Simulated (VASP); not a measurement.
Calculation: vdW-DF-cx, VASP's PBE PAW potentials (set 64) (plane waves; VASP).

Input for VASP

INCAR:
```
AGGAC=0.0
ALGO=Normal
EDIFF=1E-7
ENCUT=520
GGA=CX
ISIF=2
ISMEAR=-5
LASPH=.TRUE.
LCHARG=.TRUE.
LORBIT=11
LREAL=.FALSE.
LUSE_VDW=.TRUE.
LWAVE=.FALSE.
NEDOS=601
NELM=100
PREC=Accurate
SYSTEM=Li
```

### KPOINTS
```
Automatic mesh
0
Gamma
16 16 16
0 0 0
```

**POSCAR**
```
Li
1
   -1.7391247800     1.7391247800     1.7391247800
    1.7391247800    -1.7391247800     1.7391247800
    1.7391247800     1.7391247800    -1.7391247800
Li
1
Direct
  0.0000000000   0.0000000000   0.0000000000
```

POTCAR, in this order: Li_sv (PBE.64 set). Program: vasp_std.

The run wrote:

OSZICAR:
```
       N       E                     dE             d eps       ncg     rms          rms(c)
DAV:   1     0.164067166068E+01    0.16407E+01   -0.69174E+02  1460   0.402E+02
DAV:   2    -0.871884534889E+00   -0.25126E+01   -0.24790E+01  1985   0.623E+01
DAV:   3    -0.100678759794E+01   -0.13490E+00   -0.13437E+00  1865   0.951E+00
DAV:   4    -0.101024025437E+01   -0.34527E-02   -0.34522E-02  1875   0.144E+00
DAV:   5    -0.101026180272E+01   -0.21548E-04   -0.21561E-04  1875   0.121E-01    0.279E-01
DAV:   6    -0.100914244328E+01    0.11194E-02   -0.42813E-04  1535   0.290E-01    0.171E-01
DAV:   7    -0.100885447302E+01    0.28797E-03   -0.12112E-03  1510   0.492E-01    0.245E-02
DAV:   8    -0.100889213687E+01   -0.37664E-04   -0.25771E-04  1860   0.187E-01    0.709E-03
DAV:   9    -0.100888848396E+01    0.36529E-05   -0.34390E-06  1805   0.205E-02    0.256E-03
DAV:  10    -0.100888566451E+01    0.28194E-05   -0.66492E-07  1465   0.113E-02    0.296E-03
DAV:  11    -0.100888772167E+01   -0.20572E-05   -0.81014E-08  1730   0.367E-03    0.411E-04
DAV:  12    -0.100888799274E+01   -0.27107E-06   -0.94426E-09   750   0.138E-03    0.228E-04
DAV:  13    -0.100888773914E+01    0.25361E-06   -0.24830E-09   755   0.650E-04    0.406E-05
DAV:  14    -0.100888771306E+01    0.26078E-07   -0.41977E-10   740   0.276E-04
   1 F= -.10088877E+01 E0= -.10088877E+01  d E =0.000000E+00
```

### OUTCAR
```
------------------------ aborting loop because EDIFF is reached ----------------------------------------
  FORCE on cell =-STRESS in cart. coord.  units (eV):
  Direction    XX          YY          ZZ          XY          YZ          ZX
  --------------------------------------------------------------------------------------
  Total       -0.0017853     -0.0017853     -0.0017853     -0.0000000      0.0000000     -0.0000000
  in kB       -0.1359467     -0.1359467     -0.1359467     -0.0000000      0.0000000     -0.0000000
  external PRESSURE =      -0.1359467 kB  Pullay stress =       0.0000000 kB
  volume of cell :       21.04
      direct lattice vectors                 reciprocal lattice vectors
    -1.739124780  1.739124780  1.739124780     0.000000000  0.287500935  0.287500935
     1.739124780 -1.739124780  1.739124780     0.287500935  0.000000000  0.287500935
     1.739124780  1.739124780 -1.739124780     0.287500935  0.287500935  0.000000000
 POSITION                                       TOTAL-FORCE (eV/Angst)
 -----------------------------------------------------------------------------------
      0.00000      0.00000      0.00000         0.000000      0.000000     -0.000000
 -----------------------------------------------------------------------------------
    total drift:                               -0.000000     -0.000000      0.000000
  FREE ENERGIE OF THE ION-ELECTRON SYSTEM (eV)
  ---------------------------------------------------
  free  energy   TOTEN  =        -1.0088877131 eV

  energy  without entropy=       -1.0088877131  energy(sigma->0) =       -1.00888771

 total charge

# of ion       s       p       d       tot
------------------------------------------
    1        2.029   0.028   0.000   2.057
```
(Selected blocks of OUTCAR.)

OUTCAR:
```
 val. band max:        0.6077994661   @ k =   0.3125   0.1875   0.0000

 cond. band min:       0.6141240529   @ k =   0.3750   0.0625   0.0625


 Fermi energy:         0.6334490788

 k-point     1 :       0.0000    0.0000    0.0000
  band No.  band energies     occupation
      1     -45.7690      2.00000
      2      -2.9179      2.00000
      3      15.2372      0.00000
      4      15.2372      0.00000
      5      15.2375      0.00000

 k-point     2 :       0.0625    0.0000    0.0000
  band No.  band energies     occupation
      1     -45.7685      2.00000
      2      -2.8451      2.00000
      3      14.6841      0.00000
      4      14.8314      0.00000
      5      15.0932      0.00000

 k-point     3 :       0.1250    0.0000    0.0000
  band No.  band energies     occupation
      1     -45.7667      2.00000
      2      -2.6257      2.00000
      3      13.1230      0.00000
      4      13.9964      0.00000
      5      14.6887      0.00000

 k-point     4 :       0.1875    0.0000    0.0000
  band No.  band energies     occupation
      1     -45.7640      2.00000
      2      -2.2598      2.00000
      3      11.1367      0.00000
      4      13.1263      0.00000
      5      14.1272      0.00000

 k-point     5 :       0.2500    0.0000    0.0000
  band No.  band energies     occupation
      1     -45.7607      2.00000
      2      -1.7489      2.00000
      3       9.1470      0.00000
      4      12.3594      0.00000
      5      13.5434      0.00000

 k-point     6 :       0.3125    0.0000    0.0000
  band No.  band energies     occupation
      1     -45.7575      2.00000
      2      -1.0999      2.00000
      3       7.2980      0.00000
      4      11.7425      0.00000
      5      13.0320      0.00000

 k-point     7 :       0.3750    0.0000    0.0000
  band No.  band energies     occupation
      1     -45.7548      2.00000
      2      -0.3378      2.01161
      3       5.6618      0.00000
...
```

For a metal the tetrahedron method with Blöchl corrections gives inexact stress and forces.

The compound is Li in the bcc structure. It was relaxed first.
